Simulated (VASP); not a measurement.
OSZICAR of a VASP run on ZnS (zinc blende):

### OSZICAR
```
       N       E                     dE             d eps       ncg     rms          rms(c)
DAV:   1     0.113746710320E+03    0.11375E+03   -0.54771E+03  4943   0.465E+02
DAV:   2     0.328209971621E+01   -0.11046E+03   -0.93625E+02  4587   0.149E+02
DAV:   3    -0.784180013909E+01   -0.11124E+02   -0.10881E+02  5337   0.411E+01
DAV:   4    -0.799477513622E+01   -0.15297E+00   -0.15287E+00  5078   0.503E+00
DAV:   5    -0.799507865674E+01   -0.30352E-03   -0.30352E-03  5042   0.221E-01    0.724E+00
DAV:   6    -0.762244545334E+01    0.37263E+00   -0.17892E-01  5960   0.134E+01    0.559E+00
DAV:   7    -0.759191664060E+01    0.30529E-01   -0.46887E-02  5230   0.183E+00    0.270E+00
DAV:   8    -0.758740859731E+01    0.45080E-02   -0.30787E-03  5508   0.805E-01    0.465E-01
DAV:   9    -0.758711699605E+01    0.29160E-03   -0.11577E-03  5082   0.129E-01    0.595E-02
DAV:  10    -0.758716575147E+01   -0.48755E-04   -0.11171E-04  5132   0.336E-02    0.589E-02
DAV:  11    -0.758718158620E+01   -0.15835E-04   -0.78846E-06  5049   0.131E-02    0.180E-02
DAV:  12    -0.758718141025E+01    0.17595E-06   -0.39705E-07  5059   0.539E-03    0.667E-03
DAV:  13    -0.758718155030E+01   -0.14004E-06   -0.22264E-07  5100   0.174E-03    0.275E-04
DAV:  14    -0.758718155350E+01   -0.31971E-08   -0.45326E-09  3387   0.304E-04
   1 F= -.75871816E+01 E0= -.75871816E+01  d E =-.274894E-18
 imaginary and real dielectric function
```

Problem. Which electronic solver shows in the log?

Solution. It is blocked Davidson (ALGO = Normal, or the opening steps of other solvers). The INCAR had ALGO = Normal.

Problem. Can the final energy be trusted as converged?

Solution. The run converged. It stopped with EDIFF = 1E-7, NELM = 100 (PBEsol GGA, plane waves, VASP's PBE PAW potentials (set 64)). The dielectric response may not be converged in the k-mesh; for small gaps it tends to come out too large.

The compound is ZnS in the zinc blende structure. It was relaxed first.
